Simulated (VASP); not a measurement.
Input for VASP

### POSCAR
```
SiC
5.0783060
  0.3044512590  -0.5273250004   0.0000000000
  0.3044512590   0.5273250004   0.0000000000
  0.0000000000   0.0000000000   0.9999999290
Si C
2 2
direct
  0.6666670000   0.3333330000   0.4996717792
  0.3333330000   0.6666670000   0.9996717792
  0.6666670000   0.3333330000   0.8753282208
  0.3333330000   0.6666670000   0.3753282208
```

**INCAR**
```
AGGAC = 0.0
ALGO = Normal
EDIFF = 1E-7
ENCUT = 520
GGA = BO
ISIF = 2
ISMEAR = -5
LASPH = .TRUE.
LCHARG = .TRUE.
LEFG = .TRUE.
LORBIT = 11
LREAL = .FALSE.
LUSE_VDW = .TRUE.
LWAVE = .FALSE.
NEDOS = 601
NELM = 100
PARAM1 = 0.1833333333
PARAM2 = 0.22
PREC = Accurate
SYSTEM = SiC
```

### KPOINTS
```
Automatic mesh
0
Gamma
9 9 5
0 0 0
```

POTCAR, in this order: Si C (PBE.64 set). Program: vasp_std.

Task: Write an equivalent input for Quantum ESPRESSO's pw.x.

Result: One equivalent input (not run):
```
&CONTROL
  calculation = 'scf'
  pseudo_dir = './pseudo'
  outdir = './out'
  tprnfor = .true.
  tstress = .true.
/
&SYSTEM
  ibrav = 0
  nat = 4
  ntyp = 2
  ecutwfc = 82
  occupations = 'tetrahedra'
  input_dft = 'vdw-df-obk8'
/
&ELECTRONS
  conv_thr = 7.3e-09
  electron_maxstep = 100
/
ATOMIC_SPECIES
  Si 28.085 Si.upf
  C 12.011 C.upf
CELL_PARAMETERS angstrom
     1.5460967   -2.6779177   -0.0000000
     1.5460967    2.6779177    0.0000000
     0.0000000    0.0000000    5.0783056
ATOMIC_POSITIONS crystal
  Si   0.6666670  0.3333330  0.4996718
  Si   0.3333330  0.6666670  0.9996718
  C    0.6666670  0.3333330  0.8753282
  C    0.3333330  0.6666670  0.3753282
K_POINTS automatic
  9 9 5 0 0 0
```
Limits of the translation: the potentials are each code's own (VASP's PAW set, PseudoDojo norm-conserving files in pw.x), so ENCUT and ecutwfc are chosen apart and not converted; conv_thr bounds pw.x's estimated SCF error, while EDIFF bounds the energy change between steps; the field gradients of LEFG aren't asked of the other code.

The compound is SiC in the wurtzite structure, the rare 2H polytype. It was relaxed first.
